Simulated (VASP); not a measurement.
These are SCAN meta-GGA, VASP's PBE PAW potentials (set 64) (plane waves; VASP) values and carry that method's errors.

VASP ran on this input.

### INCAR
```
# general
SYSTEM   =  AlRu
PREC     =  Accurate
ENCUT    =  400
LREAL    =  .FALSE.
LASPH    =  .TRUE.

# electronic loop
EDIFF    =  1E-6
NELM     =  100
ALGO     =  Normal
LMAXMIX  =  4
LMIXTAU  =  .TRUE.

# smearing
ISMEAR   =  1
SIGMA    =  0.1

# functional
METAGGA  =  SCAN

# ions
IBRION   =  2
NSW      =  60
ISIF     =  3
EDIFFG   =  -0.01

# output
LWAVE    =  .FALSE.
LCHARG   =  .FALSE.
```

**POSCAR**
```
AlRu
1
    2.9673779330     0.0000000000     0.0000000000
   -0.0000000000     2.9673779330    -0.0000000000
   -0.0000000000     0.0000000000     2.9673779330
Ru Al
1 1
Direct
  0.5000000000   0.5000000000   0.5000000000
  0.0000000000   0.0000000000   0.0000000000
```

### KPOINTS
```
Automatic mesh
0
Gamma
11 11 11
0 0 0
```

POTCAR, in this order: Ru_pv Al (PBE.64 set). Program: vasp_std.

Output of the run:

### OSZICAR
```
       N       E                     dE             d eps       ncg     rms          rms(c)
DAV:   1     0.548568731349E+02    0.54857E+02   -0.87805E+03  1496   0.110E+03
DAV:   2    -0.473828087449E+02   -0.10224E+03   -0.98085E+02  1476   0.312E+02
DAV:   3    -0.491545267920E+02   -0.17717E+01   -0.17361E+01  1568   0.425E+01
DAV:   4    -0.491699764669E+02   -0.15450E-01   -0.15443E-01  1572   0.405E+00
DAV:   5    -0.491702997932E+02   -0.32333E-03   -0.32332E-03  1576   0.534E-01    0.171E+01
DAV:   6    -0.442568336203E+02    0.49135E+01   -0.83838E+00  1396   0.381E+01    0.412E+00
DAV:   7    -0.442348898938E+02    0.21944E-01   -0.10026E+00  1404   0.124E+01    0.209E+00
DAV:   8    -0.442647018255E+02   -0.29812E-01   -0.33614E-01  1448   0.672E+00    0.980E-01
DAV:   9    -0.442845500228E+02   -0.19848E-01   -0.36176E-01  1468   0.624E+00    0.522E-01
DAV:  10    -0.442548681712E+02    0.29682E-01   -0.12026E-01  1456   0.331E+00    0.233E-01
DAV:  11    -0.442540148493E+02    0.85332E-03   -0.26277E-03  1544   0.488E-01    0.201E-01
DAV:  12    -0.442596230038E+02   -0.56082E-02   -0.21416E-02  1516   0.120E+00    0.737E-02
DAV:  13    -0.442556561432E+02    0.39669E-02   -0.12576E-02  1440   0.114E+00    0.342E-02
DAV:  14    -0.442544721452E+02    0.11840E-02   -0.21282E-03  1368   0.576E-01    0.236E-02
DAV:  15    -0.442543844474E+02    0.87698E-04   -0.71314E-03  1528   0.702E-01    0.309E-02
DAV:  16    -0.442544325484E+02   -0.48101E-04   -0.11237E-04  1384   0.125E-01    0.294E-02
DAV:  17    -0.442539139575E+02    0.51859E-03   -0.19566E-03  1512   0.375E-01    0.923E-03
DAV:  18    -0.442539416050E+02   -0.27648E-04   -0.61905E-05  1576   0.694E-02    0.751E-03
DAV:  19    -0.442539278278E+02    0.13777E-04   -0.35005E-05  1508   0.461E-02    0.367E-03
DAV:  20    -0.442539284874E+02   -0.65959E-06   -0.14858E-05  1540   0.330E-02    0.143E-03
DAV:  21    -0.442539299467E+02   -0.14593E-05   -0.37869E-07   768   0.782E-03    0.899E-04
DAV:  22    -0.442539306146E+02   -0.66786E-06   -0.22268E-07   684   0.629E-03
   1 F= -.44253931E+02 E0= -.44253660E+02  d E =-.442539E+02
```

File OUTCAR:
```
------------------------ aborting loop because EDIFF is reached ----------------------------------------
  FORCE on cell =-STRESS in cart. coord.  units (eV):
  Direction    XX          YY          ZZ          XY          YZ          ZX
  --------------------------------------------------------------------------------------
  Total        0.0009767      0.0009767      0.0009767      0.0000000      0.0000000     -0.0000000
  in kB        0.0598881      0.0598881      0.0598881      0.0000000      0.0000000     -0.0000000
  external PRESSURE =       0.0598881 kB  Pullay stress =       0.0000000 kB
  volume of cell :       26.13
      direct lattice vectors                 reciprocal lattice vectors
     2.967377933  0.000000000  0.000000000     0.336997856  0.000000000  0.000000000
     0.000000000  2.967377933  0.000000000     0.000000000  0.336997856  0.000000000
     0.000000000  0.000000000  2.967377933     0.000000000  0.000000000  0.336997856
 POSITION                                       TOTAL-FORCE (eV/Angst)
 -----------------------------------------------------------------------------------
      1.48369      1.48369      1.48369         0.000000      0.000000      0.000000
      0.00000      0.00000      0.00000         0.000000      0.000000      0.000000
 -----------------------------------------------------------------------------------
    total drift:                               -0.000000      0.000000      0.000000
  FREE ENERGIE OF THE ION-ELECTRON SYSTEM (eV)
  ---------------------------------------------------
  free  energy   TOTEN  =       -44.2539306146 eV

  energy  without entropy=      -44.2531202145  energy(sigma->0) =      -44.25366048

 reached required accuracy - stopping structural energy minimisation
```
(Selected blocks of OUTCAR.)

The structure comes from a measured AlRu entry (Pm-3m) of the Crystallography Open Database, whose conditions weren't checked. It was relaxed first. The start is the result of an earlier pass. The electron count is odd and the run is not spin-polarised, which forces a metal.
